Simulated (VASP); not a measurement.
```yaml
crystal:
  lattice:
    - [0.00000, 2.16240, 2.16240]
    - [2.16240, 0.00000, 2.16240]
    - [2.16240, 2.16240, 0.00000]
  atoms:
    - { symbol: Ti, position: [0.00000, 0.00000, 0.00000] }
    - { symbol: N, position: [0.50000, 0.50000, 0.50000] }
```

Calculation: PBE GGA, VASP's PBE PAW potentials (set 64) (plane waves; VASP 6.6.1). Settings: 520 eV cut-off, 2×2×2 Γ-centred mesh, first-order Methfessel-Paxton smearing of 0.10 eV, potentials Ti_sv N.

Task: Give the stress tensor in GPa (positive for a compressed cell).

Result: 
```
-9.17   0.00   0.00
 0.00  -9.17   0.00
 0.00   0.00  -9.17
```
The pressure is its mean diagonal, -9.17 GPa.

The compound is TiN in the rock salt structure. The cell was not relaxed at this level. The k-mesh is coarse (spacing up to 1.26 per Å, 2π included), so the numbers may not be converged in it. The run is one of a series of settings (KPOINTS 2×2×2 Γ-centred mesh against the base run), some of them coarse on purpose. The electron count is odd and the run is not spin-polarised, which forces a metal.
